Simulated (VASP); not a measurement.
Here is the system:

```xyz
2
Lattice="0.0000 3.2946 3.2946 3.2946 0.0000 3.2946 3.2946 3.2946 0.0000" Properties=species:S:1:pos:R:3 pbc="T T T"
Hg     0.0000     0.0000     0.0000
Te     1.6473     1.6473     1.6473
```

Calculation: PBE GGA, VASP's PBE PAW potentials (set 64) (plane waves; VASP 6.6.1). Settings: 400 eV cut-off, 6×6×6 Γ-centred mesh, Gaussian smearing of 0.050 eV, potentials Hg Te.

Unless said otherwise, spin-orbit coupling is left out, though it shifts the bands of the heavy elements here.

Q: Estimate the energy per atom (σ→0), pressure, band gap (on the k-mesh) with the smallest direct gap where there is one.

A: 
* **band gap (on the k-mesh)**: none (metal, semimetal or under 0.01 eV)
* **energy per atom (σ→0)**: -1.817 eV/atom
* **pressure**: 1.12 GPa

Only differences to runs with the same potentials and settings are physical.

The compound is HgTe in the zinc blende structure. The cell was not relaxed at this level.
